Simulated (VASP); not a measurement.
Given:

```
CELL_PARAMETERS angstrom
      1.83090    -3.17121     0.00000
      1.83090     3.17121     0.00000
      0.00000     0.00000     5.76300
ATOMIC_POSITIONS crystal
  Dy 0.33333 0.66667 0.25000
  Dy 0.66667 0.33333 0.75000
```

Computed with PBE GGA, VASP's PBE PAW potentials (set 64) (plane waves; VASP). Numerical set-up: 400 eV cut-off, 5×5×3 Γ-centred mesh, first-order Methfessel-Paxton smearing of 0.10 eV, potentials Dy_3.

The 4f electrons are frozen in the core of the lanthanide potential, so 4f levels, which can set the real gap, and their magnetism are missing.

Task: Give the stress tensor in GPa (positive for a compressed cell).

Result: 
```
-1.15   0.00   0.00
 0.00  -1.15   0.00
 0.00   0.00  -2.99
```
The pressure is its mean diagonal, -1.77 GPa.

The compound is Dy in the hcp structure. The cell was not relaxed at this level. The k-mesh is coarse (spacing up to 0.40 per Å, 2π included), so the numbers may not be converged in it. The run is one of a series of settings (KPOINTS 5×5×3 Γ-centred mesh against the base run), some of them coarse on purpose.
